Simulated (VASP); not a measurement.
Wanted: the native input for a VASP 6.6.1 run.

```yaml
Task: band structure
Functional: PBE
Potentials_or_basis: VASP PAW PBE potentials, release 64 (W_sv)
Cutoff: 520 eV
k_mesh: 10 × 10 × 10
Occupations: methfessel-paxton, width 0.1 eV
Spin: spin-orbit coupling, no magnetisation
Further_INCAR_settings: ALGO = Normal; EDIFF = 1e-07
```

The structure of W lies in POSCAR:

```
W                                       
1.0
   -1.5776066427      1.5776066427      1.5776066427
    1.5776066427     -1.5776066427      1.5776066427
    1.5776066427      1.5776066427     -1.5776066427
  W             
     1
Direct
     0.0000000000000000    0.0000000000000000    0.0000000000000000
```

The input as run:

INCAR

```
SYSTEM = W
PREC = Accurate
ENCUT = 520
EDIFF = 1E-7
ISMEAR = 1
SIGMA = 0.1
LREAL = .FALSE.
LASPH = .TRUE.
NELM = 80
ALGO = Normal
ISIF = 2
LWAVE = .FALSE.
LCHARG = .FALSE.
MAGMOM = 0 0 0
LORBIT = 11
LSORBIT = .TRUE.
GGA_COMPAT = .FALSE.
LMAXMIX = 4
GGA = PE
```

KPOINTS

```
Automatic mesh
0
G
  10 10 10
  0 0 0
```

KPOINTS_OPT

```
explicit points
188
Reciprocal
 0.0000000000  0.0000000000  0.0000000000 1
 0.0263157895 -0.0263157895  0.0263157895 1
 0.0526315789 -0.0526315789  0.0526315789 1
 0.0789473684 -0.0789473684  0.0789473684 1
 0.1052631579 -0.1052631579  0.1052631579 1
 0.1315789474 -0.1315789474  0.1315789474 1
[... 180 lines left out ...]
-0.0124653500  0.0124653500  0.5000000000 1
 0.0124653500 -0.0124653500  0.5000000000 1
```

Potentials or basis: VASP PAW PBE potentials, release 64 (W_sv).

Command:

```bash
$ cat potpaw_PBE.64/W_sv/POTCAR > POTCAR
$ mpirun -np 1 vasp_ncl > vasp.out
```

It gave:

| Property | Result |
| --- | --- |
| Pressure | 10.4 GPa |
| Valence electrons inside the program's atomic spheres | W 12.13 |

Run time: 42 s on 1 thread of Intel(R) Xeon(R) 6975P-C (Granite Rapids), with other jobs on the host, peak memory 0.19 GiB.
